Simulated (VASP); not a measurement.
An input for Quantum ESPRESSO's pw.x (written as the equivalent of a VASP run, and not itself run):

```
&CONTROL
  calculation = 'scf'
  pseudo_dir = './pseudo'
  outdir = './out'
  tprnfor = .true.
  tstress = .true.
/
&SYSTEM
  ibrav = 0
  nat = 3
  ntyp = 2
  ecutwfc = 92
  occupations = 'tetrahedra'
  input_dft = 'pbesol'
/
&ELECTRONS
  conv_thr = 7.3e-09
  electron_maxstep = 100
/
ATOMIC_SPECIES
  O 15.999 O.upf
  Cu 63.546 Cu.upf
CELL_PARAMETERS angstrom
     0.0000000    2.5354808    2.5354808
     2.5354808    0.0000000    2.5354808
     2.5354808    2.5354808   -0.0000000
ATOMIC_POSITIONS crystal
  O    0.0000000  0.0000000  0.0000000
  Cu   0.2500000  0.2500000  0.2500000
  Cu   0.7500000  0.7500000  0.7500000
K_POINTS automatic
  12 12 12 0 0 0
```

Task: Write the VASP files for the same calculation (PBEsol).

Result: Several could match; the one computed here: 
File KPOINTS:
```
Automatic
0
gamma
  12 12 12
0 0 0
```

File POSCAR:
```
Cu2O
1
    0.0000000000     2.5354807571     2.5354807571
    2.5354807571     0.0000000000     2.5354807571
    2.5354807571     2.5354807571    -0.0000000000
O Cu
1 2
Direct
  0.0000000000   0.0000000000   0.0000000000
  0.2500000000   0.2500000000   0.2500000000
  0.7500000000   0.7500000000   0.7500000000
```

### INCAR
```
SYSTEM = Cu2O
PREC = Accurate
ENCUT = 520
EDIFF = 1E-7
NELM = 100
ALGO = Normal
LREAL = .FALSE.
LASPH = .TRUE.
ISMEAR = -5
GGA = PS
LMAXMIX = 4
LWAVE = .FALSE.
LCHARG = .TRUE.
LORBIT = 11
NEDOS = 601
ISIF = 2
LEFG = .TRUE.
```

POTCAR, in this order: O Cu (PBE.64 set). Program: vasp_std.

Limits of the translation: the potentials are each code's own (VASP's PAW set, PseudoDojo norm-conserving files in pw.x), so ENCUT and ecutwfc are chosen apart and not converted; conv_thr bounds pw.x's estimated SCF error, while EDIFF bounds the energy change between steps; the field gradients of LEFG aren't asked of the other code.

The structure was generated: Cu2O was put into the fluorite type (Fm-3m), which need not be its known phase. It was relaxed first, which changed the volume by +37 %.
